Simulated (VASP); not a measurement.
Consider the following.

```yaml
crystal:
  lattice:
    - [0.00000, 3.25920, 3.25920]
    - [3.25920, 0.00000, 3.25920]
    - [3.25920, 3.25920, 0.00000]
  atoms:
    - { symbol: In, position: [0.00000, 0.00000, 0.00000] }
    - { symbol: Sb, position: [0.25000, 0.25000, 0.25000] }
```

Method: PBEsol GGA with spin-orbit coupling, VASP's PBE PAW potentials (set 64) (plane waves; VASP). Numerical set-up: 400 eV cut-off, 9×9×9 Γ-centred mesh, Gaussian smearing of 0.050 eV, potentials In_d Sb.

**Question.** Predict the energy per atom (σ→0), band gap (over mesh and band path) with the smallest direct gap where there is one.

**Answer.** 
```json
{
  "band gap (over mesh and band path)": "none (metal, semimetal or under 0.01 eV)",
  "energy per atom (σ→0)": "-3.900 eV/atom"
}
```

The compound is InSb in the zinc blende structure. It was relaxed first.
